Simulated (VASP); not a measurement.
**MgS: transverse stress against strain**

MgS (rock salt, Fm-3m, 17.355 Å³/atom and stress up to 0.03 GPa in the relaxed cell, cube axes along x, y and z) under a strain ε along a cube axis (axis z), the other axes held. PBEsol in VASP (plane waves, PAW), 480 eV, 10×10×10 Γ-centred mesh, Gaussian smearing 0.05 eV; ions are relaxed, or left where forces stay under 0.02 eV/Å, within the symmetry of each cell. Stress is positive for a compressed cell.

Here s stands for strain and y for stress xx.

| strain (%) | stress xx (GPa) |
|---|---|
| -1.50 | 0.61 |
| -1.00 | 0.39 |
| -0.50 | 0.18 |
| 0.00 | -0.03 |
| 0.50 | -0.23 |
| 1.00 | -0.43 |
| 1.50 | -0.63 |
| 3.00 | ? |

Problem. Using a straight line, estimate the missing y at s = 3.00 from the other rows, showing the fit.

Solution. Means: s 0, y -0.020. About the means, the sum of products is -2.8850 and the sum of squares of s is 7.0000; the slope is their ratio. Least squares gives y = -0.020 - 0.4121·s. Residuals (row less fit): 0.012, -0.002, -0.006, -0.010, -0.004, 0.002, 0.008; standard error 0.009 (degrees of freedom: 5). The slope gives the elastic constant C12 = 41.2 ± 0.3 GPa (± standard error of the fit, which holds the terms cut off). At the withheld row, y = -0.020 - 0.4121 × 3.0 = -1.256 GPa. The calculation gives -1.19 GPa, 0.066 GPa above the prediction (3.7 % of the range of y in the table). The row lies outside the fitted rows, so this is an extrapolation. From the scatter of the fitted rows alone, a prediction at this place has a standard error of 0.013 GPa, so the miss is 5.1 times that.

A polynomial of degree 2 through the 12 other runs of the series gives -1.19 there, so most of the miss is curvature that the fit leaves out. Rows are the converged runs of the series near zero and its far end, less any whose ions stayed unrelaxed beside relaxed ones; series whose fitted rows scatter by over a few per cent of the range, as at a crossing or softening among them, aren't shown in this form. Most that stay on the fit to the last digits aren't either.
